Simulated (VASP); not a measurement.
A convergence study with VASP on BAs (zinc blende): one setting is varied, all else stays as given below, so the limit is that of these other settings. ε∞ is the independent-particle value.

```yaml
crystal:
  lattice:
    - [0.00000, 2.39000, 2.39000]
    - [2.39000, 0.00000, 2.39000]
    - [2.39000, 2.39000, 0.00000]
  atoms:
    - { symbol: B, position: [0.00000, 0.00000, 0.00000] }
    - { symbol: As, position: [0.25000, 0.25000, 0.25000] }
```

Method: PBEsol GGA, VASP's PBE PAW potentials (set 64) (plane waves; VASP). The tightest run used: 700 eV cut-off, 8×8×8 Γ-centred mesh, Gaussian smearing of 0.050 eV, potentials B As.

| setting | mean ε∞ | bands |
|---|---|---|
| NBANDS = 5 | 7.70 | 5 |
| NBANDS = 6 | 9.38 | 6 |
| NBANDS = 8 | 10.50 | 8 |

Question: These are the cheaper rows. Estimate the results at NBANDS = 132, and how far the last row shown lies from them.

Answer: 
```json
[
 {"quantity": "mean ε∞", "tightest run": "10.71", "last row shown is off by": "-0.22"}
]
```

Left out are rungs that failed or repeat a setting and relaxations that didn't move; long series are thinned to 24 rows.

The compound is BAs in the zinc blende structure. The cell was not relaxed at this level.
